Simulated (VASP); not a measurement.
Computed with TPSS meta-GGA, VASP's PBE PAW potentials (set 64) (plane waves; VASP).

VASP ran on this input.

KPOINTS:
```
Automatic mesh
0
Gamma
9 9 9
0 0 0
```

INCAR:
```
# general
SYSTEM  = LiCl
PREC    = Accurate
ENCUT   = 520
LREAL   = .FALSE.
LASPH   = .TRUE.

# electronic loop
EDIFF   = 1E-7
NELM    = 100
ALGO    = Normal
LMIXTAU = .TRUE.

# smearing
ISMEAR  = 0
SIGMA   = 0.05

# functional
METAGGA = TPSS

# ions
ISIF    = 2

# output
LWAVE   = .FALSE.
LCHARG  = .FALSE.
```

File POSCAR:
```
LiCl
1
    0.0000000000     2.5835227268     2.5835227268
    2.5835227268     0.0000000000     2.5835227268
    2.5835227268     2.5835227268     0.0000000000
Li Cl
1 1
Direct
  0.0000000000   0.0000000000   0.0000000000
  0.5000000000   0.5000000000   0.5000000000
```

POTCAR, in this order: Li_sv Cl (PBE.64 set). Program: vasp_std.

Task: What will the output report for the number of irreducible k-points (NKPTS), largest plane-wave count, number of space-group operations, FFT grid (NGX, NGY, NGZ)?

Result: 
The number of irreducible k-points (NKPTS) is 35 and the largest plane-wave count is 944. The number of space-group operations is 48 and the FFT grid (NGX, NGY, NGZ) is 28 × 28 × 28.

The compound is LiCl in the rock salt structure. This cell is one point of a volume scan, at 1.06 of the reference volume.
